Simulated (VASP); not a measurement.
# Be3Te2Se (Imm2) in VASP: elastic constants with PBE

Aim: the elastic constants of Be3Te2Se with PBE.

All numbers are computed with VASP 6.6.1; they aren't measurements. Logs are shortened: lines on timing, memory, paths and dates and some standing lists are left out, and cuts for length are marked.

### Step 1. Starting point

The structure is orthorhombic, space group Imm2 (No. 44). Conventional cell: a = 3.899 Å, b = 11.689 Å, c = 5.501 Å, α = 90.00°, β = 90.00°, γ = 90.00°. Be (site symmetry m) has 1 Se at 2.25 Å and 3 Te at 2.43 to 2.46 Å as nearest neighbours. Be (site symmetry mm2) has 2 Se at 2.31 Å and 2 Te at 2.45 Å as nearest neighbours. Te (site symmetry m) has 4 Be at 2.43 to 2.46 Å as nearest neighbours. Se (site symmetry mm2) has 4 Be at 2.25 to 2.31 Å as nearest neighbours.

The cell was built by a generator and needn't be a form met in nature.

### Step 2. Elastic constants, PBE

POSCAR reads:

```
Be3Te2Se
1.0
   -1.9494800000      5.8446100000      2.7503100000
    1.9494800000     -5.8446100000      2.7503100000
    1.9494800000      5.8446100000     -2.7503100000
Be Te Se
3 2 1
Direct
    0.6062970000      0.7630470000      0.8432500000
    0.9197960000      0.7630470000      0.1567500000
    0.2245800000      0.7245800000      0.5000000000
    0.6644610000      0.9995180000      0.6649430000
    0.3345760000      0.9995180000      0.3350570000
    0.0000150000      0.0000150000      0.0000000000
```

INCAR.step1 reads:

```
  PREC = Accurate
  ENCUT = 520
  EDIFF = 1E-8
  ISMEAR = 0
  SIGMA = 0.03
  LREAL = F
  LASPH = T
  NELM = 80
  ALGO = Fast
  ISIF = 3
  LWAVE = F
  LCHARG = F
  GGA = PE
  KPAR = 8
  IBRION = 2
  NSW = 40
  EDIFFG = -0.002
```

INCAR.step2 reads:

```
  PREC = Accurate
  ENCUT = 520
  EDIFF = 1E-8
  ISMEAR = 0
  SIGMA = 0.03
  LREAL = F
  LASPH = T
  NELM = 80
  ALGO = Fast
  ISIF = 3
  LWAVE = F
  LCHARG = F
  GGA = PE
  KPAR = 8
  IBRION = 6
  NFREE = 2
  POTIM = 0.015
  NSW = 1
```

KPOINTS reads:

```
regular mesh
0
Gamma
  6 6 6
```

Potentials or basis: VASP PAW PBE potentials, release 64 (Be, Te, Se).

Command:

```sh
> cat potpaw_PBE.64/Be/POTCAR potpaw_PBE.64/Te/POTCAR potpaw_PBE.64/Se/POTCAR > POTCAR
> cp INCAR.step1 INCAR
> mpirun -np 8 vasp_std > vasp.out
> cp CONTCAR POSCAR
> cp INCAR.step2 INCAR
> mpirun -np 8 vasp_std > vasp.out
```

OUTCAR:

```text
PREC = Accurate
   ENCUT = 520
   EDIFF = 1E-8
   ISMEAR = 0
   LREAL = F
   LASPH = T
   NELM = 80
   ISIF = 3
   GGA = PE
   IBRION = 6
   NFREE = 2
   POTIM = 0.015
   NSW = 1

 ion  position               nearest neighbor table
   1  0.606  0.763  0.843-   6 2.25   5 2.43   5 2.43   4 2.46
   2  0.920  0.763  0.157-   6 2.25   4 2.43   4 2.43   5 2.46
   3  0.225  0.725  0.500-   6 2.31   6 2.31   5 2.45   4 2.45
   4  0.664  1.000  0.665-   2 2.43   2 2.43   3 2.45   1 2.46
   5  0.335  1.000  0.335-   1 2.43   1 2.43   3 2.45   2 2.46
   6  0.000  0.000  0.000-   2 2.25   1 2.25   3 2.31   3 2.31

  LATTYP: Found a body centered orthorhombic cell.
 ALAT       =     3.9012158600
 B/A-ratio  =     1.4095911371
 C/A-ratio  =     2.9959486964

  Lattice vectors:

 A1 = (   1.9506079300,  -5.8439212851,  -2.7495596502)
 A2 = (  -1.9506079300,  -5.8439212851,   2.7495596502)
 A3 = (  -1.9506079300,   5.8439212851,  -2.7495596502)

Analysis of symmetry for initial positions (statically):
=====================================================================
 Subroutine PRICEL returns:
 Original cell was already a primitive cell.

 Routine SETGRP: Setting up the symmetry group for a
 body centered orthorhombic supercell.

 Subroutine GETGRP returns: Found  4 space group operations
 (whereof  4 operations were pure point group operations)
 out of a pool of  8 trial point group operations.

The static configuration has the point symmetry C_2v.

Analysis of symmetry for dynamics (positions and initial velocities):
=====================================================================
 Subroutine PRICEL returns:
 Original cell was already a primitive cell.

 Routine SETGRP: Setting up the symmetry group for a
 body centered orthorhombic supercell.

 Subroutine GETGRP returns: Found  4 space group operations
 (whereof  4 operations were pure point group operations)
 out of a pool of  8 trial point group operations.

The dynamic configuration has the point symmetry C_2v.

 Subroutine INISYM returns: Found  4 space group operations
 (whereof  4 operations are pure point group operations),
 and found     1 'primitive' translations

----------------------------------------------------------------------------------------

                                     Primitive cell

  volume of cell :     125.3711

  direct lattice vectors                    reciprocal lattice vectors
    -1.950607930  5.843921285  2.749559650     0.000000000  0.085558990  0.181847301
     1.950607930 -5.843921285  2.749559650     0.256330343  0.000000000  0.181847301
     1.950607930  5.843921285 -2.749559650     0.256330343  0.085558990  0.000000000

  length of vectors
     6.746581768  6.746581768  6.746581768     0.200969603  0.314282811  0.270232466

  position of ions in fractional coordinates (direct lattice)
     0.606261296  0.762976431  0.843284864
     0.919690567  0.762976431  0.156715136
     0.224642172  0.724642172  0.500000000
     0.664484449  0.999525523  0.664958927
     0.334567596  0.999525523  0.335041073
     0.000078920  0.000078920  0.000000000

  ion indices of the primitive-cell ions
   primitive index   ion index
                 1           1
                 2           2
                 3           3
                 4           4
[... 131 lines left out ...]
  --------------------------------------------------------------------------------------
  -------------------------------------------------------------------------------------
  Total       -0.0001976      0.0033145      0.0003883      0.0000000      0.0000000      0.0000000
  in kB       -0.0025254      0.0423579      0.0049617      0.0000000      0.0000000      0.0000000
  external PRESSURE =       0.0149314 kB  Pullay stress =       0.0000000 kB
[... 101 lines left out ...]
  FREE ENERGIE OF THE ION-ELECTRON SYSTEM (eV)
  ---------------------------------------------------
  free  energy   TOTEN  =       -23.9517763574 eV

  energy  without entropy=      -23.9517763574  energy(sigma->0) =      -23.95177636

[... ionic steps 4 to 34 ...]

--------------------------------------- Ionic step       35  -------------------------------------------

 number of electron      24.0000000 magnetization

------------------------ aborting loop because EDIFF is reached ----------------------------------------
[... 75 lines left out ...]
--------------------------------------- Ionic step       37  -------------------------------------------

 number of electron      23.9999999 magnetization

 Free energy of the ion-electron system (eV)
  ---------------------------------------------------
  ext. energy  EPLUGINS =         0.00000000
  ---------------------------------------------------
  free energy    TOTEN  =       -23.96306905 eV

  energy without entropy =      -23.96306905  energy(sigma->0) =      -23.96306905

 E-fermi :   4.7469     XC(G=0):  -9.1043

 val. band max:        4.6096521298   @ k =   0.0000   0.0000   0.0000
 cond. band min:       6.5515565270   @ k =   0.5000   0.5000   0.5000
 fundamental gap:      1.9419043973
 Fermi energy:         4.7469063678

 k-point     1 :       0.0000    0.0000    0.0000
  band No.  band energies     occupation
      1      -8.7982      2.00000
      2      -6.8610      2.00000
      3      -5.8096      2.00000
      4      -0.2156      2.00000
      5      -0.1289      2.00000
      6       0.4531      2.00000
[... 433 lines left out ...]
      3      -5.7808      2.00000
      4      -0.9881      2.00000
      5      -0.7025      2.00000
      6      -0.0482      2.00000
[... 8 lines left out ...]
     15       9.0809      0.00000
     16       9.3421      0.00000

 [... further k-points ...]

------------------------ aborting loop because EDIFF is reached ----------------------------------------

  FORCE on cell =-STRESS in cart. coord.  units (eV):
  Direction    XX          YY          ZZ          XY          YZ          ZX
  --------------------------------------------------------------------------------------
  -------------------------------------------------------------------------------------
  Total       -0.0412305      0.0720048      0.0200469      0.0000000      0.0000000      0.0000000
  in kB       -0.5269046      0.9201835      0.2561893      0.0000000      0.0000000      0.0000000
  external PRESSURE =       0.2164894 kB  Pullay stress =       0.0000000 kB
[... 21 lines left out ...]
  FREE ENERGIE OF THE ION-ELECTRON SYSTEM (eV)
  ---------------------------------------------------
  free  energy   TOTEN  =       -23.9630690512 eV

  energy  without entropy=      -23.9630690512  energy(sigma->0) =      -23.96306905

 INTERNAL STRAIN TENSORS FROM STRAINED CELLS
 ============================================

 INTERNAL STRAIN TENSOR FOR ION    1 for displacements in x,y,z  (eV/Angst):
          X           Y           Z          XY          YZ          ZX
  --------------------------------------------------------------------------------
  x    -0.00000    -0.00000    -0.00000    -0.16910    -0.00000    -4.89305
  y     0.08211     0.05056    -0.02406     0.00004     4.11674    -0.00011
  z    -4.57177     4.02808    -0.60352     0.00008     0.20797     0.00010

 INTERNAL STRAIN TENSORS FROM DISPLACED ATOMS
 ============================================

 INTERNAL STRAIN TENSOR FOR ION    1 for displacements in x,y,z  (eV/Angst):
          X           Y           Z          XY          YZ          ZX
  --------------------------------------------------------------------------------
  x     0.00000     0.00000     0.00000    -0.16819     0.00000    -4.85195
  y     0.08507     0.05543    -0.02173     0.00000     4.11594     0.00000
  z    -4.55965     4.01510    -0.60344     0.00000     0.20716     0.00000

 INTERNAL STRAIN TENSOR FOR ION    6 for displacements in x,y,z  (eV/Angst):
          X           Y           Z          XY          YZ          ZX
  --------------------------------------------------------------------------------
  x     0.00000     0.00000     0.00000     0.00000     0.00000     1.82614
  y     0.00000     0.00000     0.00000     0.00000    -4.39599     0.00000
  z     2.88450    -4.40687    -1.29626     0.00000     0.00000     0.00000

 Eigenvectors and eigenvalues of the dynamical matrix
 ----------------------------------------------------

   1 f  =   15.118309 THz    94.991134 2PiTHz  504.292492 cm-1    62.524272 meV
             X         Y         Z           dx          dy          dz
      1.950608  4.012259  1.446139    -0.000000    0.324482    0.499656
      0.000002  1.831656  4.195696    -0.000000   -0.324482    0.499656
      1.950608 -0.000000  1.235334    -0.000000    0.000000   -0.530142
      1.950608  1.928014  2.746950     0.000000    0.037169   -0.041087
      1.950606 -1.928008  2.746953     0.000000   -0.037169   -0.041087
      0.000000  0.000000  0.000434     0.000000   -0.000000   -0.054054
[... 145 lines left out ...]
  18 f/i=    0.000522 THz     0.003282 2PiTHz    0.017426 cm-1     0.002161 meV
             X         Y         Z           dx          dy          dz
      1.950608  4.012259  1.446139    -0.157983   -0.000000    0.000000
      0.000002  1.831656  4.195696    -0.157983   -0.000000    0.000000
      1.950608 -0.000000  1.235334    -0.157993   -0.000000    0.000000
      1.950608  1.928014  2.746950    -0.594337   -0.000000    0.000000
      1.950606 -1.928008  2.746953    -0.594337   -0.000000    0.000000
      0.000000  0.000000  0.000434    -0.467598   -0.000000    0.000000

--------------------------------------------------------------------------------------------------------

 ELASTIC MODULI CONTR FROM IONIC RELAXATION (kBar)
 Direction    XX          YY          ZZ          XY          YZ          ZX
 --------------------------------------------------------------------------------
 XX         -92.5908     90.6686     -3.6055     -0.0000     -0.0000      0.0000
 YY          90.6686    -96.3838     -3.3939      0.0000      0.0000     -0.0000
 ZZ          -3.6055     -3.3939     -6.5667     -0.0000      0.0000      0.0000
 XY          -0.0000      0.0000     -0.0000     -0.1322     -0.0000      0.0000
 YZ          -0.0000      0.0000     -0.0000     -0.0000    -96.3599     -0.0000
 ZX           0.0000     -0.0000      0.0000     -0.0000     -0.0000    -95.8421
 --------------------------------------------------------------------------------

 TOTAL ELASTIC MODULI (kBar)
 Direction    XX          YY          ZZ          XY          YZ          ZX
 --------------------------------------------------------------------------------
 XX        1260.3425    183.5970    397.8194     -0.0000     -0.0000      0.0000
 YY         183.5970   1274.9377    403.7613      0.0000      0.0000     -0.0000
 ZZ         397.8194    403.7613   1040.0174     -0.0000      0.0000      0.0000
 XY          -0.0000      0.0000     -0.0000    325.1993     -0.0000      0.0000
 YZ          -0.0000      0.0000     -0.0000     -0.0000    538.5447     -0.0000
 ZX           0.0000     -0.0000      0.0000     -0.0000     -0.0000    532.0360
 --------------------------------------------------------------------------------
```

Wall time 37 min (8 MPI ranks of Intel Xeon Platinum 8488C (Sapphire Rapids), shared host); peak memory 0.68 GiB.

Results:

```yaml
Voigt_bulk_modulus: 62 GPa
Highest_phonon_frequency_at_Γ_LO-TO_splitting_left_out: 504 cm⁻¹
```

Phonon frequencies in cm⁻¹ (negative: imaginary):
```
              q point                                                       frequencies
(0.000, 0.000, 0.000)  0 0 0 92 112 137 137 164 166 386 435 437 446 462 464 470 492 504
```

Elastic tensor in Voigt notation (GPa, in the Cartesian axes of the cell as first typed):
```
126  18  40   0   0   0
 18 127  40   0   0   0
 40  40 104   0   0   0
  0   0   0  54   0   0
  0   0   0   0  53   0
  0   0   0   0   0  33
```

Clamped-ion elastic tensor (GPa):
```
135   9  40   0   0   0
  9 137  41   0   0   0
 40  41 105   0   0   0
  0   0   0  63   0   0
  0   0   0   0  63   0
  0   0   0   0   0  33
```

The run has no spin-orbit coupling, so splittings on Te are missing.
